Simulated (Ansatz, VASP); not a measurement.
**Two plane-wave programs on Si**

```
Si
1.0
     0.00000    2.73514    2.73514
     2.73514    0.00000    2.73514
     2.73514    2.73514    0.00000
Si
2
Direct
  0.75000 0.75000 0.75000
  0.50000 0.50000 0.50000
```

Alike in both runs: task single point; functional PBE; k mesh 14 × 14 × 14; occupations gaussian, width 0.05 eV; no spin polarisation.

```csv
,VASP,Ansatz
version,VASP 6.6.1,Ansatz 0.2.0
potentials or method,"VASP PAW PBE potentials, release 64 (Si)","scalar-relativistic, plane waves, PAW"
plane-wave cutoff (eV),520,420
valence electrons in the cell,8,8
```

|  | VASP | Ansatz | Ansatz less VASP |
| --- | --- | --- | --- |
| gap on the k mesh at the Fermi level (eV) | 0.61 | 0.61 | -0.002 |
| least direct gap on the mesh (eV) | 2.56 | 2.55 | -0.005 |
| pressure (GPa) | -0.1 | 0.0 | +0.08 |

With one functional, cell and mesh, what is left measures potentials, basis and numerics.

A k mesh can miss the band edges. Expect the measured gap to be larger: semilocal functionals such as PBE lack the derivative discontinuity.
